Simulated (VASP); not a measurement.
All values below come from PBEsol GGA, VASP's PBE PAW potentials (set 64) (plane waves; VASP).

A VASP calculation is set up with these files.

File POSCAR:
```
KI
1
    0.0000000000     3.5101212033     3.5101212033
    3.5101212033     0.0000000000     3.5101212033
    3.5101212033     3.5101212033     0.0000000000
K I
1 1
Direct
  0.0000000000   0.0000000000   0.0000000000
  0.5000000000   0.5000000000   0.5000000000
```

INCAR:
```
SYSTEM=KI
PREC=Accurate; ENCUT=400; LREAL=F
LASPH=T
EDIFF=1E-6; NELM=100; ALGO=Normal
LMAXMIX=4
ISMEAR=0; SIGMA=0.05
GGA=PS
IBRION=2; NSW=60; ISIF=3
EDIFFG=-0.01
LWAVE=F; LCHARG=F
```

KPOINTS:
```
Automatic mesh
0
Gamma
6 6 6
0 0 0
```

POTCAR, in this order: K_sv I (PBE.64 set). Program: vasp_std.

Output of the run:

### OUTCAR
```
 ion  position               nearest neighbor table
   1  0.000  0.000  0.000-   2 3.51   2 3.51   2 3.51   2 3.51   2 3.51   2 3.51
   2  0.500  0.500  0.500-   1 3.51   1 3.51   1 3.51   1 3.51   1 3.51   1 3.51
  LATTYP: Found a face centered cubic cell.
 ALAT       =     7.0202424066
 Subroutine PRICEL returns:
 Original cell was already a primitive cell.
 Subroutine GETGRP returns: Found 48 space group operations
The static configuration has the point symmetry O_h .
The dynamic configuration has the point symmetry O_h .
 Subroutine INISYM returns: Found 48 space group operations
 Subroutine IBZKPT returns following result:
 Found     16 irreducible k-points:

 Following reciprocal coordinates:
            Coordinates               Weight
  0.000000  0.000000  0.000000      1.000000
  0.166667  0.000000  0.000000      8.000000
  0.333333  0.000000  0.000000      8.000000
  0.500000  0.000000  0.000000      4.000000
  0.166667  0.166667  0.000000      6.000000
  0.333333  0.166667  0.000000     24.000000
  0.500000  0.166667  0.000000     24.000000
 -0.333333  0.166667  0.000000     24.000000
 -0.166667  0.166667  0.000000     12.000000
  0.333333  0.333333  0.000000      6.000000
  0.500000  0.333333  0.000000     24.000000
 -0.333333  0.333333  0.000000     12.000000
  0.500000  0.500000  0.000000      3.000000
  0.500000  0.333333  0.166667     24.000000
 -0.333333  0.333333  0.166667     24.000000
 -0.333333  0.500000  0.166667     12.000000
   k-points           NKPTS =     16   k-points in BZ     NKDIM =     16   number of bands    NBANDS=     12
   number of dos      NEDOS =    301   number of ions     NIONS =      2
   total plane-waves  NPLWV =  32768
   dimension x,y,z NGX =    32 NGY =   32 NGZ =   32
   dimension x,y,z NGXF=    64 NGYF=   64 NGZF=   64
   ions per type =               1   1
   PREC   = accura    normal or accurate (medium, high low for compatibility)
   ISTART =      0    job   : 0-new  1-cont  2-samecut
   ICHARG =      2    charge: 1-file 2-atom 10-const
   ISPIN  =      1    spin polarized calculation?
   LNONCOLLINEAR =      F non collinear calculations
   LSORBIT =      F    spin-orbit coupling
   INIWAV =      1    electr: 0-lowe 1-rand  2-diag
   ENCUT  =  400.0 eV  29.40 Ry    5.42 a.u.   8.10  8.10  8.10*2*pi/ulx,y,z
   NELM   =    100;   NELMIN=  2; NELMDL= -5     # of ELM steps
   EDIFF  = 0.1E-05   stopping-criterion for ELM
   LREAL  =      F    real-space projection
   NLSPLINE    = F    spline interpolate recip. space projectors
   LMAXMIX     =    4 max onsite mixed and CHGCAR
   VOSKOWN=      0    Vosko Wilk Nusair interpolation
   EDIFFG = -.1E-01   stopping-criterion for IOM
   NSW    =     60    number of steps for IOM
   NBLOCK =      1;   KBLOCK =     60    inner block; outer block
   IBRION =      2    ionic relax: 0-MD 1-quasi-New 2-CG
   NFREE  =      1    steps in history (QN), initial steepest desc. (CG)
   ISIF   =      3    stress and relaxation
   ISYM   =      2    0-nonsym 1-usesym 2-fastsym
   TEIN   =    0.0    initial temperature
   TEBEG  =    0.0;   TEEND  =   0.0 temperature during run
   SMASS  =  -3.00    Nose mass-parameter (am)
   PSTRESS=    0.0 pullay stress
   NELECT =      16.0000    total number of electrons
   EFERMI =   0.00;   METHOD = LEGACY
   ISMEAR =     0;   SIGMA  =   0.05  broadening in eV -4-tet -1-fermi 0-gaus
   IALGO  =     38    algorithm
   LDIAG  =      T    sub-space diagonalisation (order eigenvalues)
   IMIX   =      4    mixing-type and parameters
     AMIX     =   0.40;   BMIX     =  1.00
     AMIX_MAG =   1.60;   BMIX_MAG =  1.00
     AMIN     =   0.10
   GGA     = PS    functional components
   VOSKOWN =     0    Vosko Wilk Nusair interpolation
   LHFCALC =     F    Hartree Fock is set to
...
```

File OSZICAR:
```
       N       E                     dE             d eps       ncg     rms          rms(c)
DAV:   1     0.849469419111E+02    0.84947E+02   -0.60286E+03   384   0.941E+02
DAV:   2    -0.116477446507E+00   -0.85063E+02   -0.80555E+02   444   0.232E+02
DAV:   3    -0.558789311681E+01   -0.54714E+01   -0.54506E+01   512   0.550E+01
DAV:   4    -0.589822971080E+01   -0.31034E+00   -0.31000E+00   696   0.112E+01
DAV:   5    -0.589910117567E+01   -0.87146E-03   -0.87145E-03   508   0.654E-01    0.307E+00
DAV:   6    -0.581885460372E+01    0.80247E-01   -0.11105E-01   448   0.242E+00    0.221E+00
DAV:   7    -0.581201205345E+01    0.68426E-02   -0.12291E-01   468   0.217E+00    0.875E-01
DAV:   8    -0.581597345899E+01   -0.39614E-02   -0.15740E-02   464   0.106E+00    0.233E-01
DAV:   9    -0.581587237651E+01    0.10108E-03   -0.63038E-04   504   0.171E-01    0.991E-02
DAV:  10    -0.581616143387E+01   -0.28906E-03   -0.47509E-04   460   0.125E-01    0.907E-02
DAV:  11    -0.581616297385E+01   -0.15400E-05   -0.69403E-05   472   0.525E-02    0.128E-02
DAV:  12    -0.581616362508E+01   -0.65124E-06   -0.37857E-06   488   0.194E-02
   1 F= -.58161636E+01 E0= -.58161636E+01  d E =-.581616E+01
```

File OUTCAR:
```
------------------------ aborting loop because EDIFF is reached ----------------------------------------
  FORCE on cell =-STRESS in cart. coord.  units (eV):
  Direction    XX          YY          ZZ          XY          YZ          ZX
  --------------------------------------------------------------------------------------
  Total       -0.0123921     -0.0123921     -0.0123921     -0.0000000     -0.0000000      0.0000000
  in kB       -0.2295404     -0.2295404     -0.2295404     -0.0000000     -0.0000000      0.0000000
  external PRESSURE =      -0.2295404 kB  Pullay stress =       0.0000000 kB
  volume of cell :       86.50
      direct lattice vectors                 reciprocal lattice vectors
     0.000000000  3.510121203  3.510121203    -0.142445224  0.142445224  0.142445224
     3.510121203  0.000000000  3.510121203     0.142445224 -0.142445224  0.142445224
     3.510121203  3.510121203  0.000000000     0.142445224  0.142445224 -0.142445224
  FREE ENERGIE OF THE ION-ELECTRON SYSTEM (eV)
  ---------------------------------------------------
  free  energy   TOTEN  =        -5.8161636251 eV

  energy  without entropy=       -5.8161636251  energy(sigma->0) =       -5.81616363

 reached required accuracy - stopping structural energy minimisation
```
(Selected blocks of OUTCAR.)

**OUTCAR**
```
 val. band max:       -0.4083478798   @ k =   0.0000   0.0000   0.0000

 cond. band min:       3.4458922673   @ k =   0.0000   0.0000   0.0000


 Fermi energy:        -0.1165031201

 k-point     1 :       0.0000    0.0000    0.0000
  band No.  band energies     occupation
      1     -28.7022      2.00000
      2     -12.2568      2.00000
      3     -12.2568      2.00000
      4     -12.2568      2.00000
      5     -10.9754      2.00000
      6      -0.4083      2.00000
      7      -0.4083      2.00000
      8      -0.4083      2.00000
      9       3.4459      0.00000
     10       6.0090      0.00000
     11       6.0090      0.00000
     12       6.0090      0.00000

 k-point     2 :       0.1667    0.0000    0.0000
  band No.  band energies     occupation
      1     -28.7016      2.00000
      2     -12.3088      2.00000
      3     -12.2575      2.00000
      4     -12.2575      2.00000
      5     -10.8895      2.00000
      6      -0.8555      2.00000
      7      -0.5054      2.00000
      8      -0.5054      2.00000
      9       4.0895      0.00000
     10       5.9182      0.00000
     11       6.3077      0.00000
     12       6.3077      0.00000

 k-point     3 :       0.3333    0.0000    0.0000
  band No.  band energies     occupation
      1     -28.7004      2.00000
      2     -12.3981      2.00000
      3     -12.2587      2.00000
      4     -12.2587      2.00000
      5     -10.7299      2.00000
      6      -1.5274      2.00000
      7      -0.6846      2.00000
      8      -0.6846      2.00000
      9       4.8333      0.00000
     10       6.5571      0.00000
     11       7.0313      0.00000
     12       7.0313      0.00000

 k-point     4 :       0.5000    0.0000    0.0000
  band No.  band energies     occupation
      1     -28.6998      2.00000
      2     -12.4375      2.00000
      3     -12.2594      2.00000
      4     -12.2594      2.00000
      5     -10.6543      2.00000
      6      -1.8043      2.00000
...
```

Unless said otherwise, spin-orbit coupling is left out, though it shifts the bands of the heavy elements here.

The compound is KI in the rock salt structure. It was relaxed first. The start is the result of an earlier pass.
